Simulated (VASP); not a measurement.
Input of a VASP 6.6.1 run:

The input INCAR:

```
  PREC = Accurate
  ENCUT = 600
  EDIFF = 1E-6
  ISMEAR = -1
  SIGMA = 0.05
  LREAL = False
  LASPH = True
  NELM = 100
  ALGO = Normal
  ISIF = 3
  LWAVE = False
  LCHARG = False
  ISPIN = 2
  MAGMOM = 0 0 0 0 1 0 0 0 0 0 0 0 0 0 0 0
  LORBIT = 11
  LMAXMIX = 4
  GGA = PE
  IVDW = 1
  IBRION = 2
  NSW = 40
  EDIFFG = -0.01
  KPAR = 4
```

File KPOINTS:

```
Automatic mesh
0
Gamma
  5 5 5
```

The input POSCAR:

```
Ta4NiO11
1.0
    0.0000000000      4.8671500000      4.8671500000
    4.8671500000      0.0000000000      4.8671500000
    4.8671500000      4.8671500000      0.0000000000
Ta Ni O
4 1 11
Direct
    0.6300700000      0.1098000000      0.6300700000
    0.6300700000      0.6300700000      0.6300700000
    0.1098000000      0.6300700000      0.6300700000
    0.6300700000      0.6300700000      0.1098000000
    0.0000000000      0.0000000000      0.0000000000
    0.2500000000      0.2500000000      0.2500000000
    0.8434600000      0.4696200000      0.8434600000
    0.8434600000      0.8434600000      0.8434600000
    0.4696200000      0.8434600000      0.8434600000
    0.8434600000      0.8434600000      0.4696200000
    0.3002300000      0.6997700000      0.6997700000
    0.6997700000      0.3002300000      0.3002300000
    0.6997700000      0.6997700000      0.3002300000
    0.3002300000      0.3002300000      0.6997700000
    0.3002300000      0.6997700000      0.3002300000
    0.6997700000      0.3002300000      0.6997700000
```

Potentials or basis: VASP PAW PBE potentials, release 64 (Ta_pv, Ni, O).

Launch:

```console
$ cat potpaw_PBE.64/Ta_pv/POTCAR potpaw_PBE.64/Ni/POTCAR potpaw_PBE.64/O/POTCAR > POTCAR
$ mpirun -np 4 vasp_std > vasp.out
```

(1) What does it give for the dispersion energy per atom?

(2) What does it give for the relaxed volume?

(3) Estimate the band gap on the k mesh.

(4) Estimate the site moments.

Results:

(1) -0.310 eV.

(2) 14.28 Å³/atom.

(3) none (metal or under the smearing width).

(4) Ta -0.03; Ni +1.02; O +0.97, +0.00 μB.

Caveat: atom-pairwise D2, TS and ULG terms overbind metals; a cell with one magnetic atom can't hold antiferromagnetic order, which such compounds often take; semilocal functionals often make such compounds metallic where correlation or magnetic order opens a gap, which also shifts bond lengths; pairwise dispersion overbinds metals, which lowers pressure and volume.
